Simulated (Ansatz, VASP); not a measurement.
# N: VASP beside Ansatz

One calculation is typed for both programs; each brings its own data sets. How far apart do they land? The two relaxations start from unlike cells of this crystal (the structure described is Ansatz's start), so only their ends are compared.

Calculated with Ansatz 0.2.0; plane waves, with VASP 6.6.1 beside it; relaxation of cell and atoms at LDA.

## 1. Starting point

Symmetry: P6_3/mmc, No. 194, hexagonal system. Conventional cell: a = 3.537 Å, b = 3.537 Å, c = 6.807 Å, α = 90.00°, β = 90.00°, γ = 120.00°. N has 1 N at 1.09 Å nearest.

Coordinates:

```
N
1.0
     3.53672    0.00000    0.00000
    -1.76836    3.06289    0.00000
     0.00000    0.00000    6.80652
N
4
Direct
  0.33333 0.66667 0.33037
  0.33333 0.66667 0.16963
  0.66667 0.33333 0.83037
  0.66667 0.33333 0.66963
```

## 2. VASP: relaxation of cell and atoms, LDA

The relaxed volume is the usual yardstick between codes: in a stiff, nearly cubic crystal its relative difference is about their pressure difference at one cell divided by the bulk modulus.

Lines of VASP's logs that name or quote its potential files are left out, and so is its time.

File INCAR:

```
SYSTEM = N
PREC = Accurate
ENCUT = 600
EDIFF = 1E-07
NELM = 120
ISMEAR = 0
SIGMA = 0.02
LREAL = .FALSE.
ALGO = Normal
GGA = PW92
NBANDS = 16
LORBIT = 11
LWAVE = .FALSE.
LCHARG = .FALSE.
ISIF = 3
IBRION = 2
NSW = 80
EDIFFG = -0.005
LASPH = .TRUE.
GGA_COMPAT = .FALSE.
NELMIN = 4
EFERMI = MIDGAP
```

File POSCAR:

```
N
1.0
    3.4925140922      0.0000000000      0.0000000000
   -1.7462570461      3.0246065371      0.0000000000
    0.0000000000      0.0000000000      6.7389354015
N
4
Direct
    0.3333331701      0.6666665035      0.3318614495
    0.3333331701      0.6666665035      0.1681385505
    0.6666665035      0.3333331701      0.8318614495
    0.6666665035      0.3333331701      0.6681385505
```

File KPOINTS:

```
Automatic mesh
0
Gamma
6 6 4
0 0 0
```

The projector-augmented-wave data sets are N (LDA family, release 64).

On the command line:

```
mpirun -np 1 vasp_std
```

Numbers of over 12 decimals in the logs are rounded to 6 here.

The log of the run:

```text
[banner, memory and clock lines left out]
running    1 mpi-ranks, on    1 nodes
 distrk:  each k-point on    1 cores,    1 groups
 distr:  one band on    1 cores,    1 groups

 POSCAR found type information on POSCAR N
 POSCAR found :  1 types and       4 ions
|                                                                             |
|               ----> ADVICE to this user running VASP <----                  |
|                                                                             |
|     You enforced a specific xc type in the INCAR file but a different       |
|     [... a line on the potential file left out ...]
|     I HOPE YOU KNOW WHAT YOU ARE DOING!                                     |
|                                                                             |

 LDA part: xc-table for (Slater(with rela. corr.)+PW92), standard interpolation
 POSCAR, INCAR and KPOINTS ok, starting setup
 FFT: planning ... GRIDC
 FFT: planning ... GRID_SOFT
 FFT: planning ... GRID
 WAVECAR not read
 entering main loop
       N       E                     dE             d eps       ncg     rms          rms(c)
DAV:   1     0.110862098540E+03    0.11086E+03   -0.10835E+04   672   0.122E+03
DAV:   2    -0.298011958775E+02   -0.14066E+03   -0.13719E+03   944   0.245E+02
DAV:   3    -0.370496541882E+02   -0.72485E+01   -0.72203E+01   760   0.649E+01
DAV:   4    -0.370951679881E+02   -0.45514E-01   -0.45503E-01   824   0.610E+00
DAV:   5    -0.370955770560E+02   -0.40907E-03   -0.40906E-03   760   0.522E-01    0.111E+01
DAV:   6    -0.355974995318E+02    0.14981E+01   -0.18904E+00   672   0.101E+01    0.627E+00
DAV:   7    -0.352401169952E+02    0.35738E+00   -0.11078E+00   824   0.793E+00    0.164E+00
DAV:   8    -0.352261748596E+02    0.13942E-01   -0.79734E-02   704   0.197E+00    0.238E-01
DAV:   9    -0.352260372135E+02    0.13765E-03   -0.26787E-03   728   0.385E-01    0.116E-01
DAV:  10    -0.352260383311E+02   -0.11176E-05   -0.43649E-04   824   0.154E-01    0.341E-02
DAV:  11    -0.352260255321E+02    0.12799E-04   -0.26064E-05   736   0.419E-02    0.530E-03
DAV:  12    -0.352260261630E+02   -0.63089E-06   -0.43656E-06   856   0.158E-02    0.604E-03
DAV:  13    -0.352260260454E+02    0.11758E-06   -0.44300E-07   752   0.548E-03    0.887E-04
DAV:  14    -0.352260260501E+02   -0.46950E-08   -0.43871E-08   448   0.149E-03
   1 F= -.35226026E+02 E0= -.35226026E+02  d E =-.352260E+02
[... from here on, the cycles between the ionic steps are left out ...]
   2 F= -.35226035E+02 E0= -.35226035E+02  d E =-.874490E-05
   3 F= -.35226041E+02 E0= -.35226041E+02  d E =-.152484E-04
   4 F= -.35226042E+02 E0= -.35226042E+02  d E =-.292848E-06
   5 F= -.35226042E+02 E0= -.35226042E+02  d E =-.116126E-05
   6 F= -.35226044E+02 E0= -.35226044E+02  d E =-.288571E-05
   7 F= -.35226048E+02 E0= -.35226048E+02  d E =-.628429E-05
   8 F= -.35226054E+02 E0= -.35226054E+02  d E =-.128823E-04
   9 F= -.35226067E+02 E0= -.35226067E+02  d E =-.252763E-04
  10 F= -.35226088E+02 E0= -.35226088E+02  d E =-.468659E-04
  11 F= -.35226118E+02 E0= -.35226118E+02  d E =-.771843E-04
  12 F= -.35226127E+02 E0= -.35226127E+02  d E =-.859967E-04
 curvature:  -5.51 expect dE=-0.112E-03 dE for cont linesearch -0.296E-05
 ZBRENT: bracketing found
 ZBRENT: interpolating
 opt :   0.3618  next Energy=   -35.226132 (dE=-0.909E-04)
 bond charge predicted
       N       E                     dE             d eps       ncg     rms          rms(c)
DAV:   1    -0.352262116898E+02   -0.84450E-04   -0.19368E-02   672   0.106E+00    0.743E-02
DAV:   2    -0.352261587950E+02    0.52895E-04   -0.21777E-04   744   0.125E-01    0.370E-02
DAV:   3    -0.352261336789E+02    0.25116E-04   -0.42674E-05   672   0.462E-02    0.104E-02
DAV:   4    -0.352261321734E+02    0.15055E-05   -0.17122E-06   760   0.961E-03    0.317E-03
DAV:   5    -0.352261321073E+02    0.66139E-07   -0.27910E-07   704   0.399E-03
  13 F= -.35226132E+02 E0= -.35226132E+02  d E =-.908088E-04
 curvature:  -9.15 expect dE=-0.609E-04 dE for cont linesearch -0.111E-07
 trial: gam=-0.04485 g(F)=  0.929E-06 g(S)=  0.573E-05 ort =-0.551E-05 (trialstep = 0.728E-01)
 search vector abs. value=  0.574E-04
 reached required accuracy - stopping structural energy minimisation
```

OUTCAR, selected parts (step 2):

```text
ion  position               nearest neighbor table
   1  0.333  0.667  0.332-   2 1.10
   2  0.333  0.667  0.168-   1 1.10
   3  0.667  0.333  0.832-   4 1.10
   4  0.667  0.333  0.668-   3 1.10

  LATTYP: Found a hexagonal cell.
 ALAT       =     3.4925140922
 C/A-ratio  =     1.9295370680

 Subroutine GETGRP returns: Found 24 space group operations
 (whereof 12 operations were pure point group operations)

The static configuration has the point symmetry D_3d.
 The point group associated with its full space group is D_6h.

 Found     21 irreducible k-points:

   k-points           NKPTS =     21   k-points in BZ     NKDIM =     21   number of bands    NBANDS=     16

   dimension x,y,z NGX =    28 NGY =   28 NGZ =   54
   dimension x,y,z NGXF=    56 NGYF=   56 NGZF=  108

   ENCUT  =  600.0 eV  44.10 Ry    6.64 a.u.   6.98  6.98 13.46*2*pi/ulx,y,z

   NELECT =      20.0000    total number of electrons

 k-points in reciprocal lattice and weights: Automatic mesh
   0.00000000  0.00000000  0.00000000       0.007
   0.16666667 -0.00000000  0.00000000       0.042
   0.33333333  0.00000000  0.00000000       0.042
   0.50000000  0.00000000  0.00000000       0.021
   0.16666667  0.16666667  0.00000000       0.042
   0.33333333  0.16666667  0.00000000       0.083
   0.33333333  0.33333333  0.00000000       0.014
   0.00000000  0.00000000  0.25000000       0.014
   0.16666667 -0.00000000  0.25000000       0.083
[...]
0.33333333  0.16666667  0.50000000       0.083
   0.33333333  0.33333333  0.50000000       0.014

 average (electrostatic) potential at core
       1 -71.6773       2 -71.6773       3 -71.6773       4 -71.6773

 E-fermi :  -2.1165

 k-point     1 :       0.0000    0.0000    0.0000
  band No.  band energies     occupation
    ...
      6      -7.1081      2.00000
      7      -7.1081      2.00000
      8      -6.9761      2.00000
      9      -6.9761      2.00000
     10      -5.1889      2.00000
     11       2.4898      0.00000
     12       2.4898      0.00000
     13       3.0319      0.00000
     14       3.0319      0.00000
     15       5.4563      0.00000
    ...

 k-point     2 :       0.1667   -0.0000    0.0000
  band No.  band energies     occupation
    ...
      6      -7.3530      2.00000
      7      -7.1793      2.00000
      8      -7.0089      2.00000
      9      -6.6858      2.00000
     10      -5.2033      2.00000
     11       2.1187      0.00000
     12       2.3356      0.00000
     13       2.6763      0.00000
     14       3.0631      0.00000
     15       5.9811      0.00000
    ...

 k-point     3 :       0.3333    0.0000    0.0000
  band No.  band energies     occupation
    ...
      6      -7.7932      2.00000
      7      -7.3091      2.00000
      8      -7.0828      2.00000
      9      -6.3074      2.00000
     10      -5.3132      2.00000
     11       1.3342      0.00000
     12       2.0857      0.00000
     13       2.2049      0.00000
     14       3.0738      0.00000
     15       6.7119      0.00000
    ...

  Total       -0.0141684     -0.0141685     -0.0085623      0.0000000     -0.0000000     -0.0000000
  in kB       -0.3173114     -0.3173115     -0.1917592      0.0000000     -0.0000000     -0.0000000
  external PRESSURE =      -0.2754607 kB  Pullay stress =       0.0000000 kB

  energy-cutoff  :      600.00
  volume of cell :       71.54
      direct lattice vectors                 reciprocal lattice vectors
     3.490087368  0.000000000  0.000000000     0.286525778  0.165425702 -0.000000000
    -1.745043684  3.022504931 -0.000000000     0.000000000  0.330851404 -0.000000000
     0.000000000  0.000000000  6.781783384     0.000000000  0.000000000  0.147453840

 POSITION                                       TOTAL-FORCE (eV/Angst)
 -----------------------------------------------------------------------------------
     -0.00000      2.01500      2.24711         0.000000     -0.000000     -0.002194
     -0.00000      2.01500      1.14378         0.000000     -0.000000      0.002194
      1.74504      1.00750      5.63800        -0.000000      0.000000     -0.002194
      1.74504      1.00750      4.53467        -0.000000      0.000000      0.002194
 -----------------------------------------------------------------------------------
    total drift:                                0.001074      0.001861     -0.000000

  FREE ENERGIE OF THE ION-ELECTRON SYSTEM (eV)
  ---------------------------------------------------
  free  energy   TOTEN  =       -35.2261321073 eV

  energy  without entropy=      -35.2261321073  energy(sigma->0) =      -35.22613211

 reached required accuracy - stopping structural energy minimisation

 total charge
# of ion       s       p       d       tot
------------------------------------------
    1        1.360   2.475   0.000   3.836
    2        1.360   2.475   0.000   3.836
    3        1.360   2.475   0.000   3.836
    4        1.360   2.475   0.000   3.836
--------------------------------------------------
tot          5.440   9.902   0.000  15.342

[... 3 further parts left out ...]
```

CONTCAR:

```
N
   1.00000000000000
     3.4900873675650268    0.0000000000000000    0.0000000000000000
    -1.7450436837825134    3.0225049306462739   -0.0000000000000000
     0.0000000000000000    0.0000000000000000    6.7817833839666370
  N
     4
Direct
     0.3333331700999977    0.6666665034999966    0.3313451444854355
     0.3333331700999977    0.6666665034999966    0.1686548555145645
     0.6666665034999966    0.3333331700999977    0.8313451444854354
     0.6666665034999966    0.3333331700999977    0.6686548555145646
```

## 3. Ansatz: relaxation of cell and atoms, LDA

Ansatz runs on its default PAW (the set named soft_2) files.

Its own start cell and the same functional (in two slightly different forms), mesh and smearing now go to Ansatz, which takes its cutoff from its data sets.

File input.yaml:

```yaml
crystal:
  lattice:
    - [3.5367202533, 2.5e-09, 0.0]
    - [-1.7683601288, 3.0628895842, 0.0]
    - [0.0, 0.0, 6.8065254982]
  atoms:
    - { symbol: "N", position: [0.3333333333, 0.6666666667, 0.3303669312] }
    - { symbol: "N", position: [0.3333333333, 0.6666666667, 0.1696330688] }
    - { symbol: "N", position: [0.6666666667, 0.3333333333, 0.8303669312] }
    - { symbol: "N", position: [0.6666666667, 0.3333333333, 0.6696330688] }
kpoints:
  mp_grid: { grid: [6, 6, 4] }
hamiltonian:
  xc: lda
scf:
  occupations: { method: gaussian, width: 0.02 }
output:
  forces: true
  stress: true
  eigenvalues: true
  write_density: true
  write_potential: true
  elf: true
  volumetric_format: npy
relax:
  adjacent_minimum: "off"
  f_tol: 0.005
  max_steps: 80
  cell: { stress_tol: 0.05 }
```

On the command line:

```
ansatz run input.yaml --threads 2 --pin off --max-ram 5120MiB --backend cpu --events-out ev --progress --plain --runs-dir out
```

The log of the run:

```text
Engine: ansatz 0.2.0, x86_64-unknown-linux-gnu
Pseudopotentials: kind: paw
Pseudopotential: N, paw, valence charge 5, recommended cutoff 420 eV (normal), N.paw.azcp
Functional definition: SPW92
  exchange = slater_x
  correlation = pw_c
Crystal: 4 atoms, lattice volume = 73.732 Å³
Basis set: ecut = 420 eV, 1445 PW (Γ)
Bands: 14, of which v1, the nominal top of the filled ones, is band 10 counted from 1 (9 counted from 0)
Symmetry: 24 space group operations
Space group: P63/mmc (ITA 194), of the structure as read, at distance tolerance 4.2e-5 Å
k-points: 21 of 144
Non-local potential: N, projectors of the file, l = 0: 2, l = 1: 2, l = 2: 1
PAW form: soft (Blöchl's): semilocal exchange-correlation on the pseudo side does not see the compensation charge
PAW frozen core: N, regenerated for the run's functional, and the local potential with it (the file was generated under x = pbe(κ = 0.804, μ = 0.219515), c = pbe(β = 0.066725))
PAW one-centre angular grid: N, 110 points (default); XC on 64 Gauss nodes
Initial density: superposition of atomic densities (neutral atoms: chi_scale 0, normalization atom), corrected by the library's trained network
Initial wavefunctions: pseudopotential atomic-orbital guess
Functional: x = slater, c = lda
SCF iter   1: F=—  HF=-1494.518467 eV  |F-HF|=—  |Δ(HF+E_count)|=         —  Δρ=7.38e-3  dr2=4.38e-2  ethr=1.77e-3  ⟨swp⟩=5.4  Hψ=1604  notcnv=0
preconditioner: auto → none  [insulator: Δε(μ)=6.331 eV  Ē_g=13.060 eV  σ=0.020 eV  W_gap=1.00  n_scr=10 (ndim 8)  ℏωp=19.3 eV  f_vac=0.177  D(μ)=0.00/eV (n_scr^D=0)  ε∞_Penn≈3.2]
SCF iter   2: F=—  HF=-1494.504477 eV  |F-HF|=—  |Δ(HF+E_count)|=   1.40e-2  Δρ=2.46e-3  dr2=2.36e-3  ethr=2.19e-4  ⟨swp⟩=2.9  Hψ=732  notcnv=0
SCF iter   3: F=—  HF=-1494.504170 eV  |F-HF|=—  |Δ(HF+E_count)|=   3.07e-4  Δρ=8.48e-4  dr2=2.39e-4  ethr=1.18e-5  ⟨swp⟩=2.0  Hψ=462  notcnv=0
SCF iter   4: F=—  HF=-1494.504171 eV  |F-HF|=—  |Δ(HF+E_count)|=   1.39e-6  Δρ=4.85e-5  dr2=7.72e-7  ethr=1.19e-6  ⟨swp⟩=1.6  Hψ=375  notcnv=0
SCF iter   5: F=—  HF=-1494.504171 eV  |F-HF|=—  |Δ(HF+E_count)|=   8.82e-7  Δρ=1.20e-5  dr2=3.45e-8  ethr=3.86e-9  ⟨swp⟩=2.1  Hψ=491  notcnv=0
SCF iter   6: F=-1494.504171 eV  HF=-1494.504171 eV  |F-HF|=1.07e-9  |Δ(HF+E_count)|=   2.37e-8  Δρ=2.24e-6  dr2=1.96e-9  ethr=1.72e-10  ⟨swp⟩=5.9  Hψ=1757  notcnv=0
SCF 1 converged in 6 iterations: F = -1494.504171 eV  dr2 = 1.96e-9
  greatest PAW one-centre occupation: 0.851 electrons in one spin orbital (limit 2), on the N atom at site 3 (counted from 0), in its partial waves of l = 0
relax step   1: F+E_penalty+E_count = -1494.50417061 eV  Δ(F+E_penalty+E_count) = +0.000e0 eV  max|allowed force component| = 4.911e-3 eV/Å  Δτ_max = 0.0000 Å  P = +0.002 GPa  Ω = 73.732 Å³  (6 SCF iters, dr2 threshold 1.00e-7 eV, accepted)
Initial density: handed on by an earlier stage of this run
Initial wavefunctions: pseudopotential atomic-orbital guess (no wavefunctions were taken with the density)
iter 1 solved again at ethr=3.91e-8 eV; its pass at ethr=3.10e-3 eV (dr2=7.82e-6 eV) is discarded
SCF iter   1: F=—  HF=-1494.504171 eV  |F-HF|=—  |Δ(HF+E_count)|=         —  Δρ=2.09e-6  dr2=2.01e-9  ethr=3.91e-8  ⟨swp⟩=3.1  Hψ=2469  notcnv=0
preconditioner: auto → none  [insulator: Δε(μ)=6.385 eV  Ē_g=13.077 eV  σ=0.020 eV  W_gap=1.00  n_scr=10 (ndim 8)  ℏωp=19.3 eV  f_vac=0.125  D(μ)=0.00/eV (n_scr^D=0)  ε∞_Penn≈3.2]
SCF iter   2: F=—  HF=-1494.504171 eV  |F-HF|=—  |Δ(HF+E_count)|=   4.14e-7  Δρ=1.13e-6  dr2=2.51e-10  ethr=1.01e-11  ⟨swp⟩=3.0  Hψ=589  notcnv=0
SCF iter   3: F=-1494.504171 eV  HF=-1494.504171 eV  |F-HF|=8.87e-12  |Δ(HF+E_count)|=  7.91e-11  Δρ=3.37e-7  dr2=2.45e-11  ethr=1.00e-12  ⟨swp⟩=6.0  Hψ=1313  notcnv=0
SCF 2 converged in 3 iterations: F = -1494.504171 eV  dr2 = 2.45e-11
relax step   2: F+E_penalty+E_count = -1494.50417061 eV  Δ(F+E_penalty+E_count) = -3.727e-10 eV  max|allowed force component| = 4.844e-3 eV/Å  Δτ_max = 0.0000 Å  P = +0.002 GPa  Ω = 73.732 Å³  stress off target by 4.27e-2 GPa  SCF on the basis re-selected at this cell (its energy is not comparable with the rows above)  (3 SCF iters)
basis re-selected at this cell: Δ(F+E_penalty+E_count) = -3.727e-10 eV, ΔP = -0.000 GPa vs the last step (what re-selecting the basis moved, of the pressure what is left beyond the Pulay correction that the steps carried, after the strain that the cell walked since its last selection, with what the two solves' SCF thresholds leave and, on support functions, any second-order correction that the steps lacked; it is no  [...]
SCF converged after 3 iterations
Free energy (F): -1494.504171 eV
Harris-Foulkes:  -1494.504171 eV  (|F-HF|=8.87e-12)
Internal energy: -1494.504171 eV  (E = F + TS)
E sigma→0 (E₀):  -1494.504171 eV
Fermi energy:    -1.094630 eV
--- Per-component energies (eV) ---
  E_band       = -195.920874
  E_kinetic    = 500.093970
  E_local      = -1371.987370  (includes V_loc(G=0)·N_el)
  E_nonlocal   = 198.247519
  E_hartree    = 423.150710
  E_xc         = -225.219607
  E_vxc        = -287.308777  (∫ρ·V_xc dr)
  E_paw        = -472.915816  (= ΣΔE_a)
  E_vpaw       = -81.268027  (= ΣTr[D̂ρ^β])
  E_aug_tail   = 0.000322  (compensation charges beyond the density's cutoff)
  E_ewald      = -546.194075
  E_core_change = 0.320176  (= ΣΔE_core)
  E_smearing   = -0.000000  (= −TS)
  E_closure    = 0.000000  (closes the sum)
  Σ components = -1494.504171   (vs F -1494.504171, Δ=0.00e0)
--- Forces (eV/Å), atoms counted from 1 ---
  atom   1  N      0.00000000     0.00000000     0.00484383
  atom   2  N      0.00000000     0.00000000    -0.00484383
  atom   3  N      0.00000000    -0.00000000     0.00484383
  atom   4  N     -0.00000000    -0.00000000    -0.00484383
  max |Σ_I F_I| component: 1.73e-18 eV/Å
--- Stress (GPa, compression-positive) ---
       -0.018976      -0.000000      -0.000000
        0.000000      -0.018976       0.000000
       -0.000000       0.000000       0.042678
  P = ⅓ Tr σ = 0.0016 GPa (0.016 kbar)
--- Band table (eV; the first three rows and the last of 21) ---
  k-point 0: bands = [... 6 lower, -6.1867, -6.0610, -6.0610, -4.2873, 3.5716, 3.5716, 4.1060, 4.1060]
  k-point 1: bands = [... 6 lower, -6.0798, -6.0798, -5.8203, -4.5011, 3.6465, 3.6465, 4.0249, 4.0249]
  k-point 2: bands = [... 6 lower, -6.1246, -6.1246, -5.0747, -5.0747, 3.8318, 3.8318, 3.8318, 3.8318]
  k-point 20: bands = [... 6 lower, -6.6314, -6.6314, -4.9038, -4.9038, 2.8806, 2.8806, 3.1185, 3.1185]
--- Relaxed structure (1 steps of the walk, 1 accepted, 1 SCFs on fresh bases) ---
  F+E_penalty+E_count = -1494.50417061 eV   max|allowed force component| = 4.844e-3 eV/Å   (the final SCF, on the basis selected at the relaxed cell)
  cell:  # Å, volume = 73.7323 Å³
    - [3.536720, 2.4913030482115615e-9, 0.0]
    - [-1.768360, 3.062890, 0.0]
    - [0.0, 0.0, 6.8065254982]
  atoms:
    - { symbol: N, position: [0.333333, 0.666667, 0.3303669312] }
    - { symbol: N, position: [0.333333, 0.666667, 0.169633] }
    - { symbol: N, position: [0.666667, 0.333333, 0.8303669312] }
    - { symbol: N, position: [0.666667, 0.333333, 0.6696330688] }
```

## 4. Side by side

Known differences besides the potentials themselves: the cutoff is 420 eV in Ansatz and 600 eV in VASP; VASP's log shows a relativistic correction to its local exchange, Ansatz's none; Ansatz adds a Pulay correction to the stress that steers its cell, VASP none. Total energies have different zeros and are not compared.

Both answers:

| quantity | Ansatz | VASP | difference |
| --- | --- | --- | --- |
| volume (Å³) | 73.73 | 71.54 | +3.06 % |
| edge a after relaxation, in the typed setting (Å) | 3.537 | 3.490 | +1.34 % |
| edge c after relaxation, in the typed setting (Å) | 6.806 | 6.782 | +0.36 % |

## 5. Results

| Property | Result |
| --- | --- |
| difference in volume (relaxation of cell and atoms, LDA) | 3.1 % |

What this shows: The difference in volume is 3.1 % (relaxation of cell and atoms, LDA), beyond the 1.2 % picked in this series as the mark of a large difference, as far as the stopping tolerances let one tell. What causes the difference of the relaxation of cell and atoms, LDA pair stays open here. Such differences can come from data sets, numerical settings and the points named under the comparisons, not from the functional's error against experiment.

[Lines on the potential files, build, host, timing and source positions are cut from VASP's logs without a mark.]

[Logs are printed without paths, hosts, clocks, repeated set-up lines and the standing remarks that a program may print on its own settings, such as how far it seeks lower states.]

[Hosts, paths, dates, database ids (printed as entryN), source tags and the programs' standing remarks are cut or masked in the printed files.]
